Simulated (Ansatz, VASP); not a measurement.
# Sr5Al2Si12O32: VASP beside Ansatz

Aim: how closely do two programs agree when they are given the same cell, functional and k mesh? Of the first pair: The structure shown is frame 77 of Ansatz's trajectory.

Calculated with Ansatz 0.2.0; plane waves, with VASP 6.6.1 beside it; single point at PBE.

## Step 1: The structure

The cell holds 102 atoms: 24 Si, 4 Al, 10 Sr and 64 O. Cell: a = 11.445 Å, b = 11.445 Å, c = 11.445 Å, α = 90.0°, β = 90.0°, γ = 90.0°. As first built, before any earlier steps moved the atoms (in the runner's words): 102 atoms (24 Si, 4 Al, 10 Sr, 64 O) placed at random at 2.96 g/cm^3, melted at 4000 K for 10 ps at fixed volume with the Morse and Coulomb pair potential with partial charges (Pedone, Malavasi, Menziani, Cormack and Segre, J. Phys. Chem. B 110, 11780 (2006)). Quenched from 4000 K to 300 K at 10 K/ps and fixed volume, held 10 ps at zero pressure.

## Step 2: Ansatz: dynamics, PBE

Ansatz runs on its default PAW (the set named soft_2) files.

One frame of this run of dynamics is then solved in both programs, so the motion causes no difference.

The input, input.yaml:

```yaml
crystal:
  lattice:
    - [11.44481, 0.0, 0.0]
    - [0.0, 11.44481, 0.0]
    - [0.0, 0.0, 11.44481]
  atoms:
    - { symbol: Si, position: [0.15695, 0.17581, 0.46634] }
    - { symbol: Si, position: [0.64993, 0.19192, 0.36449] }
    - { symbol: Si, position: [0.52782, 0.67128, 0.84554] }
    - { symbol: Si, position: [0.36012, 0.64454, 0.62596] }
    - { symbol: Si, position: [0.37865, 0.19267, 0.61978] }
    - { symbol: Si, position: [0.16927, 0.81558, 0.53456] }
    - { symbol: Si, position: [0.48419, 0.60167, 0.30157] }
    - { symbol: Si, position: [0.56334, 0.92971, 0.76875] }
    - { symbol: Si, position: [0.9139, 0.7681, 0.90153] }
    - { symbol: Si, position: [0.89324, 0.51386, 0.81816] }
    - { symbol: Si, position: [0.53144, 0.3989, 0.4899] }
    - { symbol: Si, position: [0.10771, 0.1054, 0.8772] }
    - { symbol: Si, position: [0.06679, 0.41653, 0.36547] }
    - { symbol: Si, position: [0.95327, 0.66591, 0.44466] }
    - { symbol: Si, position: [0.25247, 0.06105, 0.23586] }
    - { symbol: Si, position: [0.33236, 0.94561, 0.89481] }
    - { symbol: Si, position: [0.88052, 0.25978, 0.23954] }
    - { symbol: Si, position: [0.79231, 0.46188, 0.0667] }
    - { symbol: Si, position: [0.98932, 0.94337, 0.69265] }
    - { symbol: Si, position: [0.78702, 0.90834, 0.08581] }
    - { symbol: Si, position: [0.65228, 0.45895, 0.72688] }
    - { symbol: Si, position: [0.40946, 0.53639, 0.04831] }
    - { symbol: Si, position: [0.68607, 0.11005, 0.93655] }
    - { symbol: Si, position: [0.55515, 0.00108, 0.5186] }
    - { symbol: Al, position: [0.74589, 0.68596, 0.23172] }
    - { symbol: Al, position: [0.56987, 0.34883, 0.95652] }
    - { symbol: Al, position: [0.3901, 0.84818, 0.36178] }
    - { symbol: Al, position: [0.01628, 0.03941, 0.13568] }
    - { symbol: Sr, position: [0.16114, 0.37174, 0.68345] }
    - { symbol: Sr, position: [0.1881, 0.75754, 0.11794] }
[... 66 atom lines left out ...]
    - { symbol: O, position: [0.05851, 0.75785, 0.46315] }
    - { symbol: O, position: [0.34881, 0.96066, 0.25041] }
    - { symbol: O, position: [0.82127, 0.84752, 0.96531] }
    - { symbol: O, position: [0.59964, 0.92108, 0.63212] }
    - { symbol: O, position: [0.5978, 0.36667, 0.80798] }
    - { symbol: O, position: [0.63394, 0.32524, 0.42527] }
kpoints:
  mp_grid: { grid: [1, 1, 1] }
hamiltonian:
  xc: pbe
scf:
  occupations: { method: fixed }
output:
  forces: true
md:
  timestep: 1.0
  n_steps: 230
  ensemble: nvt_langevin
  temperature: 300
  initial_velocities: maxwell_boltzmann
  seed: 5326
```

Command:

```
ansatz run input.yaml --threads 4 --pin off --max-ram 8192MiB --backend cpu --events-out ev --progress --plain --runs-dir out
```

Numbers of over 12 decimals in the logs are rounded to 6 here.

What it wrote:

```text
Warning: md: disabling space-group detection — thermal motion breaks the input geometry's symmetry, so no spatial operation reduces the k-mesh or symmetrises the density; time reversal is kept, so that k and −k are solved as one point where they differ and the mesh holds both, and exact exchange and, on two spinor components, a DFT+U term hold to it where the run has them: on two components no moment then forms, and  [...]
Engine: ansatz 0.2.0, aarch64-unknown-linux-gnu
Pseudopotentials: kind: paw
Pseudopotential: Si, paw, valence charge 4, recommended cutoff 420 eV (normal), Si.paw.azcp
Pseudopotential: Al, paw, valence charge 3, recommended cutoff 420 eV (normal), Al.paw.azcp
Pseudopotential: Sr, paw, valence charge 10, recommended cutoff 420 eV (normal), Sr.paw.azcp
Pseudopotential: O, paw, valence charge 6, recommended cutoff 420 eV (normal), O.paw.azcp
Functional definition: PBE
  parameter kappa = 0.804
  parameter beta = 0.066725
  exchange = pbe_x(kappa = kappa, mu = beta*pi^2/3)
  correlation = pbe_c(beta = beta)
Crystal: 102 atoms, lattice volume = 1499.083 Å³
Basis set: ecut = 420 eV, 29279 PW (Γ), exchange–correlation on 160×160×160 points (8 copies of the dense FFT grid, shifted against one another)
Bands: 398, of which v1, the nominal top of the filled ones, is band 296 counted from 1 (295 counted from 0)
Symmetry: 1 space group operations
k-points: 1
Non-local potential: Si, projectors of the file, l = 0: 2, l = 1: 2, l = 2: 2
Non-local potential: Al, projectors of the file, l = 0: 2, l = 1: 2, l = 2: 1
Non-local potential: Sr, projectors of the file, l = 0: 3, l = 1: 2, l = 2: 2
Non-local potential: O, projectors of the file, l = 0: 2, l = 1: 2, l = 2: 1
PAW form: soft (Blöchl's): semilocal exchange-correlation on the pseudo side does not see the compensation charge
PAW one-centre angular grid: Si, 110 points (default); XC on 64 Gauss nodes
PAW one-centre angular grid: Al, 110 points (default); XC on 64 Gauss nodes
PAW one-centre angular grid: Sr, 110 points (default); XC on 64 Gauss nodes
PAW one-centre angular grid: O, 110 points (default); XC on 64 Gauss nodes
Initial density: superposition of atomic densities (neutral atoms: chi_scale 0, normalization atom), corrected by the library's trained network
Initial wavefunctions: pseudopotential atomic-orbital guess
Functional: x = pbe(κ = 0.804, μ = 0.219515), c = pbe(β = 0.066725)
SCF iter   1: F=—  HF=-89288.668246 eV  |F-HF|=—  |Δ(HF+E_count)|=         —  Δρ=2.01e-3  dr2=7.84e-2  ethr=1.77e-3  ⟨swp⟩=6.0  Hψ=1417  notcnv=0  defer=99
preconditioner: auto → Resta (q_TF=auto, 2.337 Å⁻¹)  ε∞=3.1  [insulator: Δε(μ)=2.777 eV  Ē_g=15.849 eV  n_scr=340 (ndim 8)  ℏωp=22.9 eV  f_vac=0.130  ε∞_Penn≈3.1]
SCF iter   2: F=—  HF=-89288.681681 eV  |F-HF|=—  |Δ(HF+E_count)|=   1.34e-2  Δρ=1.08e-3  dr2=1.84e-2  ethr=1.32e-5  ⟨swp⟩=4.0  Hψ=1043  notcnv=0  defer=100
SCF iter   3: F=—  HF=-89288.685769 eV  |F-HF|=—  |Δ(HF+E_count)|=   4.09e-3  Δρ=5.06e-4  dr2=5.44e-3  ethr=3.11e-6  ⟨swp⟩=4.0  Hψ=541  notcnv=0  defer=89
automatic band count: iteration 3 solves 387 bands in place of 398: the levels show a gap, and the empty bands left out lie too high to hold charge; the band table lists the bands solved (type scf.n_extra_bands for more)
SCF iter   4: F=—  HF=-89288.686639 eV  |F-HF|=—  |Δ(HF+E_count)|=   8.70e-4  Δρ=1.62e-4  dr2=5.09e-4  ethr=9.19e-7  ⟨swp⟩=3.0  Hψ=533  notcnv=0  defer=89
SCF iter   5: F=—  HF=-89288.686771 eV  |F-HF|=—  |Δ(HF+E_count)|=   1.33e-4  Δρ=8.62e-5  dr2=1.18e-4  ethr=8.61e-8  ⟨swp⟩=2.0  Hψ=538  notcnv=0  defer=89
SCF iter   6: F=—  HF=-89288.686850 eV  |F-HF|=—  |Δ(HF+E_count)|=   7.81e-5  Δρ=3.47e-5  dr2=1.65e-5  ethr=1.99e-8  ⟨swp⟩=2.0  Hψ=545  notcnv=0  defer=89
SCF iter   7: F=—  HF=-89288.686459 eV  |F-HF|=—  |Δ(HF+E_count)|=   3.91e-4  Δρ=1.28e-5  dr2=2.24e-6  ethr=2.78e-9  ⟨swp⟩=2.0  Hψ=680  notcnv=0  defer=89
SCF iter   8: F=—  HF=-89288.686460 eV  |F-HF|=—  |Δ(HF+E_count)|=   1.68e-6  Δρ=7.87e-6  dr2=8.26e-7  ethr=3.79e-10  ⟨swp⟩=2.0  Hψ=576  notcnv=0  defer=89
SCF iter   9: F=-89288.686460 eV  HF=-89288.686460 eV  |F-HF|=3.07e-8  |Δ(HF+E_count)|=   1.55e-7  Δρ=1.78e-6  dr2=4.99e-8  ethr=1.69e-11  ⟨swp⟩=3.0  Hψ=1345  notcnv=0
SCF 1 converged in 9 iterations: F = -89288.686460 eV  dr2 = 4.99e-8
  greatest PAW one-centre occupation: 0.987 electrons in one spin orbital (limit 2), on the Sr atom at site 32 (counted from 0), in its partial waves of l = 0
md step     0: t =     0.00 fs  T =   297.1 K  F+E_penalty+E_count = -89288.68646045 eV  E_kin = 3.916578 eV  (9 SCF iters)
[...]
md step   227: t =   227.00 fs  T =   308.4 K  F+E_penalty+E_count = -89293.98600675 eV  E_kin = 4.066512 eV  (6 SCF iters)
[...]
md step   228: t =   228.00 fs  T =   300.2 K  F+E_penalty+E_count = -89293.97758845 eV  E_kin = 3.957431 eV  (6 SCF iters)
[...]
md step   229: t =   229.00 fs  T =   301.9 K  F+E_penalty+E_count = -89293.97922885 eV  E_kin = 3.979946 eV  (6 SCF iters)
[...]
md step   230: t =   230.00 fs  T =   304.1 K  F+E_penalty+E_count = -89293.98398552 eV  E_kin = 4.009161 eV  (8 SCF iters)
SCF converged after 8 iterations
Free energy (F): -89293.983986 eV
Harris-Foulkes:  -89293.983986 eV  (|F-HF|=1.31e-8)
Internal energy: -89293.983986 eV  (E = F + TS)
E sigma→0 (E₀):  -89293.983986 eV
Fermi energy:    4.087407 eV
--- Per-component energies (eV) ---
  E_band       = -2809.925366
  E_kinetic    = 14996.864731
  E_local      = -39155.247791  (includes V_loc(G=0)·N_el)
  E_nonlocal   = 5700.940046
  E_hartree    = 13710.557408
  E_xc         = -7994.099458
  E_vxc        = -8956.889432  (∫ρ·V_xc dr)
  E_paw        = -51282.461165  (= ΣΔE_a)
  E_vpaw       = -2816.867724  (= ΣTr[D̂ρ^β])
  E_aug_tail   = 0.161336  (compensation charges beyond the density's cutoff)
  E_ewald      = -25270.699092
  E_smearing   = -0.000000  (= −TS)
  E_closure    = -0.000000  (closes the sum)
  Σ components = -89293.983986   (vs F -89293.983986, Δ=0.00e0)
--- Forces (eV/Å), atoms counted from 1 ---
  atom   1  Si    -0.30199821    -0.36043300     0.82681135
  atom   2  Si     3.21702272    -0.91161360    -0.98951644
  atom   3  Si     0.12155082    -0.45226393     0.47427718
  atom   4  Si     0.13582787     0.59630990     0.16334257
  atom   5  Si     1.09511424     1.65664794    -0.65017646
  atom   6  Si    -0.45916996     0.41306074     2.41153268
  atom   7  Si    -0.10865831     0.31698703    -1.05105168
  atom   8  Si    -1.42367444    -0.66692688    -1.42371792
  atom   9  Si    -1.08158221     0.39748344    -0.87440705
  atom  10  Si    -0.70553426    -0.50964977     0.95081761
  atom  11  Si    -1.20743506    -0.16361707     0.26145950
  atom  12  Si     0.04618530     0.19474718     1.37257735
  atom  13  Si    -0.26655627     1.15663444    -0.60574332
  atom  14  Si    -0.40701335     0.04558062    -0.49629041
  atom  15  Si     1.31997842    -0.68936698     0.85136541
  atom  16  Si    -0.48242713     0.15148661     1.62611411
  atom  17  Si    -0.33383157     1.26307204    -1.27977351
  atom  18  Si    -0.63788640    -0.32448553     3.06899792
  atom  19  Si    -3.37204947    -0.39473803    -0.34239791
  atom  20  Si     1.67794320    -0.03533468    -1.59960886
  atom  21  Si    -0.29278912    -1.57455837    -0.14847998
  atom  22  Si     2.18909004     0.33686568    -0.30169277
  atom  23  Si     1.25507694     0.52898954     0.38659404
  atom  24  Si     0.25039853    -0.30459767     0.77888513
[...]
atom  95  O     -0.20077669    -0.44795765     0.15344960
  atom  96  O      0.86147324     0.72352498    -0.77076570
  atom  97  O      0.16151797     0.51584074    -0.07392911
  atom  98  O     -1.05245790     1.95787302    -0.64627538
  atom  99  O      0.45894411    -0.23720736    -0.24886471
  atom 100  O     -1.21687418    -0.48366361    -1.04702843
  atom 101  O     -0.03305623    -0.18513402     1.17145781
  atom 102  O      0.31926046     0.55108356     0.46397223
  max |Σ_I F_I| component: 5.29e-5 eV/Å
--- MD trajectory: 230 steps, t = 0.0 → 230.0 fs ---
  final state: T = 304.1 K   F+E_penalty+E_count = -89293.98398552 eV   E_kin = 4.009161 eV
```

The column dr2 measures how far the density is from self-consistency, as an energy; F and HF (Harris–Foulkes) agree once it is small.

## Step 3: VASP: single point, PBE, pair 1

The same cell, functional and mesh now go to VASP, with its own data sets.

Lines of VASP's logs that name or quote its potential files are left out, and so is its time.

The input, INCAR:

```
SYSTEM = Sr5Al2Si12O32
PREC = Accurate
ENCUT = 520
EDIFF = 1E-06
NELM = 120
ISMEAR = 0
SIGMA = 0.01
LREAL = Auto
ALGO = Normal
GGA = PE
NBANDS = 368
LORBIT = 11
LWAVE = .FALSE.
LCHARG = .FALSE.
ISIF = 2
LASPH = .TRUE.
GGA_COMPAT = .FALSE.
EFERMI = MIDGAP
NCORE = 2
```

The input, POSCAR:

```
Sr5Al2Si12O32
1.0
   11.4448100000      0.0000000000      0.0000000000
    0.0000000000     11.4448100000      0.0000000000
    0.0000000000      0.0000000000     11.4448100000
Si Al Sr O
24 4 10 64
Direct
    0.1448342087      0.1840310149      0.4619561181
    0.6512296840      0.1909337071      0.3650650382
    0.5114807498      0.6704086831      0.8369470529
    0.3465588332      0.6492986777      0.6241868585
    0.3803820247      0.2044507510      0.5995206561
    0.1568396505      0.8186855002      0.5360770515
    0.4906590848      0.6091319996      0.3099483521
    0.5455485936      0.9232569173      0.7752509653
    0.9310945311      0.7614543186      0.9010634515
    0.9061924139      0.5170990169      0.8142293319
    0.5398167379      0.3987659035      0.4860281647
    0.0955629670      0.1218368850      0.8732866688
    0.0506343050      0.4120557703      0.3688309373
    0.9525016143      0.6579488869      0.4491555561
    0.2565005448      0.0563224728      0.2276490392
    0.3201451138      0.9299761202      0.9036672518
    0.8794728790      0.2737922255      0.2421446927
    0.7952949852      0.4706937031      0.0609883432
    0.9880111596      0.9459222128      0.6994611531
    0.7902097108      0.8970791127      0.0810061504
    0.6505743651      0.4705539017      0.7236118380
    0.4078180415      0.5296724017      0.0502760640
    0.6794782963      0.1124265060      0.9327546722
    0.5493669183      0.9988641140      0.5231454257
    0.7574437671      0.6864858394      0.2445824789
    0.5760078149      0.3517314835      0.9481328218
    0.3804257126      0.8420323273      0.3879662485
    0.0064920256      0.0604466129      0.1178874966
    0.1815582784      0.3768869907      0.6784123109
    0.1858659078      0.7650542036      0.1304870942
[... 66 atom lines left out ...]
    0.0458198957      0.7740014906      0.4609250831
    0.3363009084      0.9446552630      0.2568413106
    0.8264095254      0.8399090942      0.9592994554
    0.5857851725      0.9175687495      0.6363321016
    0.5877511291      0.3655892933      0.7951813966
    0.6447900839      0.3141860809      0.4429169204
```

The input, KPOINTS:

```
Automatic mesh
0
Gamma
1 1 1
0 0 0
```

Potentials, in the order of the species: Si, Al, Sr_sv and O (PBE family, release 64).

Command:

```
mpirun -np 8 vasp_gam
```

What it wrote:

```text
[banner, memory and clock lines left out]
running    8 mpi-ranks, on    1 nodes
[...]
LDA part: xc-table for (Slater+PW92), standard interpolation
 POSCAR, INCAR and KPOINTS ok, starting setup
[...]
entering main loop
       N       E                     dE             d eps       ncg     rms          rms(c)
DAV:   1     0.561447327699E+04    0.56145E+04   -0.35042E+05   736   0.159E+03
DAV:   2    -0.361593906516E+03   -0.59761E+04   -0.57758E+04   920   0.391E+02
DAV:   3    -0.860757827037E+03   -0.49916E+03   -0.49614E+03   896   0.118E+02
DAV:   4    -0.874941865546E+03   -0.14184E+02   -0.14142E+02   944   0.198E+01
[...]
DAV:  18    -0.763496670602E+03    0.10214E-05   -0.32742E-05   896   0.110E-02    0.152E-02
DAV:  19    -0.763496668909E+03    0.16937E-05   -0.56586E-06   840   0.708E-03    0.739E-03
DAV:  20    -0.763496669897E+03   -0.98821E-06   -0.77783E-06   776   0.668E-03
   1 F= -.76349667E+03 E0= -.76349667E+03  d E =0.000000E+00
```

Parts of OUTCAR (step 3):

```text
  Total        3.9094577      1.4616297      4.9865442      1.0028198      9.3616852    -11.7112291
  in kB        4.1783166      1.5621480      5.3294758      1.0717851     10.0055013    -12.5166266
  external PRESSURE =       3.6899801 kB  Pullay stress =       0.0000000 kB

 POSITION                                       TOTAL-FORCE (eV/Angst)
 -----------------------------------------------------------------------------------
      1.65760      2.10620      5.28700         0.783419     -0.686512     -0.169150
      7.45320      2.18520      4.17810        -2.009379     -0.070814      0.739322
      5.85380      7.67270      9.57870        -2.150994     -0.291133      1.791230
      3.96630      7.43110      7.14370        -1.931156     -0.174350      0.046865
      4.35340      2.33990      6.86140         0.519461      0.910890      3.096848
[...]
9.16730      6.78500      1.52880        -0.187020     -0.549444     -0.231740
      2.51510      0.47630      9.91010         0.756511     -1.319487      0.388416
     10.34010     10.88100      1.71560        -0.285537     -0.354366      0.712707
      5.19150      1.01490      6.52700         0.137492     -0.227499      0.024470
      1.43950      4.68880      2.85600        -0.096818     -0.164302     -0.051157
      5.45490      7.22790     11.12160         0.780941      0.310891     -1.060303
     10.01420      8.14450      3.91570        -0.731653      0.217938     -1.003225
      4.59550     11.33530      0.02399         0.218322     -0.387577     -0.021866
[...]
-----------------------------------------------------------------------------------
    total drift:                               -0.009749     -0.023752      0.014828

  FREE ENERGIE OF THE ION-ELECTRON SYSTEM (eV)
  ---------------------------------------------------
  free  energy   TOTEN  =      -763.4966698968 eV

  energy  without entropy=     -763.4966698968  energy(sigma->0) =     -763.49666990

[... 3 further parts left out ...]
[key lines of the parts left out:]
E-fermi :   3.6422
```

The run ends at a pressure of 0.37 GPa, with forces up to 3.9 eV/Å.

## Step 4: Differences

Known differences besides the potentials themselves: fixed occupations in Ansatz, narrow Gaussian smearing in VASP; the cutoff is 420 eV in Ansatz and 520 eV in VASP (PREC = Accurate, projectors in real space). Total energies have different zeros and are not compared.

Forces on 10 of the 102 atoms, those with the largest forces and the largest differences (eV/Å; atoms numbered as in POSCAR):

```
atom          Ansatz x, y, z            VASP x, y, z
 Si3   -2.179, -0.294, 1.758   -2.151, -0.291, 1.791
 Si5     0.516, 0.935, 3.147     0.519, 0.911, 3.097
 Si7   1.975, -0.642, -1.739   1.985, -0.694, -1.731
Si12   1.833, -1.770, -0.733   1.842, -1.779, -0.772
Si21    1.281, -3.354, 1.677    1.333, -3.328, 1.635
Sr32  -0.113, -0.171, -0.699  -0.101, -0.139, -0.825
Sr35  -0.570, -0.865, -0.275  -0.636, -0.940, -0.330
 O61     0.649, 2.256, 1.548     0.637, 2.308, 1.559
 O79    2.256, -1.579, 1.208    2.309, -1.612, 1.208
 O96    1.441, 1.050, -1.424    1.489, 1.105, -1.495
```

The forces differ by 32 meV/Å r.m.s., which is 3.7 % of the r.m.s. force of 0.864 eV/Å (both taken over all components).

## Step 5: Ansatz: dynamics, PBE

One frame of this run of dynamics is then solved in both programs, so the motion causes no difference.

The structure compared here is frame 154 of Ansatz's trajectory.

input.yaml is that of step 2.

Command:

```
ansatz run input.yaml --threads 4 --pin off --max-ram 8192MiB --backend cpu --events-out ev --progress --plain --runs-dir out
```

What it wrote:

```text
[...]
Crystal: 102 atoms, lattice volume = 1499.083 Å³
Basis set: ecut = 420 eV, 29279 PW (Γ), exchange–correlation on 160×160×160 points (8 copies of the dense FFT grid, shifted against one another)
Bands: 398, of which v1, the nominal top of the filled ones, is band 296 counted from 1 (295 counted from 0)
Symmetry: 1 space group operations
k-points: 1
[...]
atom   7  Si    -0.10865831     0.31698703    -1.05105168
  atom   8  Si    -1.42367444    -0.66692688    -1.42371792
[...]
atom  99  O      0.45894411    -0.23720736    -0.24886471
  atom 100  O     -1.21687418    -0.48366361    -1.04702843
  atom 101  O     -0.03305623    -0.18513402     1.17145781
  atom 102  O      0.31926046     0.55108356     0.46397223
  max |Σ_I F_I| component: 5.29e-5 eV/Å
--- MD trajectory: 230 steps, t = 0.0 → 230.0 fs ---
[...]
[key lines of the parts left out:]
SCF converged after 8 iterations
Free energy (F): -89293.983986 eV
Fermi energy:    4.087407 eV
```

[end of part 1 of 2]

[Lines on the potential files, build, host, timing and source positions are cut from VASP's logs without a mark.]

[Logs are printed without paths, hosts, clocks, repeated set-up lines and the standing remarks that a program may print on its own settings, such as how far it seeks lower states.]

[Hosts, paths, dates, database ids (printed as entryN), source tags and the programs' standing remarks are cut or masked in the printed files.]
